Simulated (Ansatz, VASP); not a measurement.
# One calculation of BAuCl3, two programs

Contents of INCAR:

```
ALGO = Normal
EDIFF = 1E-6
EDIFFG = -0.04
ENCUT = 600
GGA = PE
IBRION = 2
ISIF = 3
ISMEAR = 0
LASPH = True
LCHARG = False
LREAL = False
LWAVE = False
NELM = 80
NSW = 90
PREC = Accurate
SIGMA = 0.1
```

KPOINTS

```
k-points
0
Gamma
  4 4 4
```

Contents of POSCAR:

```
BAuCl3
1.0
    4.5984956778      0.0000000000      0.0000000000
    0.0000000000      4.5984956778      0.0000000000
    0.0000000000      0.0000000000      4.5984956778
B Au Cl
1 1 3
Direct
    0.0000000000      0.0000000000      0.0000000000
    0.5000000000      0.5000000000      0.5000000000
    0.0000000000      0.5000000000      0.5000000000
    0.5000000000      0.0000000000      0.5000000000
    0.5000000000      0.5000000000      0.0000000000
```

Input for Ansatz:

```yaml
crystal:
  lattice:
    - [4.5984956778, 0.0, 0.0]
    - [0.0, 4.5984956778, 0.0]
    - [0.0, 0.0, 4.5984956778]
  atoms:
    - { symbol: B, position: [0.0, 0.0, 0.0] }
    - { symbol: Au, position: [0.5, 0.5, 0.5] }
    - { symbol: Cl, position: [0.0, 0.5, 0.5] }
    - { symbol: Cl, position: [0.5, 0.0, 0.5] }
    - { symbol: Cl, position: [0.5, 0.5, 0.0] }
basis:
  ecutwfc: 420
kpoints:
  mp_grid: { grid: [4, 4, 4] }
hamiltonian:
  xc: pbe
scf:
  occupations: { method: gaussian, width: 0.1 }
  lower_state_search: "off"
output:
  forces: true
  stress: true
  eigenvalues: true
relax:
  adjacent_minimum: "off"
  f_tol: 0.04
  max_steps: 70
  cell: { stress_tol: 0.4 }
```

Alike in both runs: task relaxation of cell and atoms; functional PBE; k mesh 4 × 4 × 4; occupations gaussian, width 0.1 eV; no spin polarisation.

|  | VASP | Ansatz |
| --- | --- | --- |
| version | VASP 6.6.1 | Ansatz 0.2.0 |
| potentials or method | VASP PAW PBE potentials, release 64 (B, Au, Cl) | scalar-relativistic, plane waves, PAW |
| plane-wave cutoff (eV) | 600 | 420 |
| valence electrons in the cell | 35 | 43 |

Ansatz gave:

| Quantity | Value |
| --- | --- |
| gap on the k mesh at the Fermi level, each at its own relaxed structure (eV) | none |
| relaxed volume (Å³/atom) | 25.35 |
| relaxed cell length with the largest relative difference (Å) | 5.023 |
| energy change over the relaxation (meV/atom) | -313 |

Question: Estimate VASP's values.

Answer: gap on the k mesh at the Fermi level, each at its own relaxed structure (eV): none; relaxed volume (Å³/atom): 25.55; relaxed cell length with the largest relative difference (Å): 5.036; energy change over the relaxation (meV/atom): -307.

A gap of «none» marks a metal or a gap that the smearing closes. The two sets of potentials don't hold the same shells in valence.

Caveats: the volume moved by over 15 % at a fixed basis, so the end points are rough (VASP); an odd number of electrons without spin polarisation forces a metal; a magnetic or distorted state may lie lower. The runs have no spin-orbit coupling, so splittings on Au are missing.
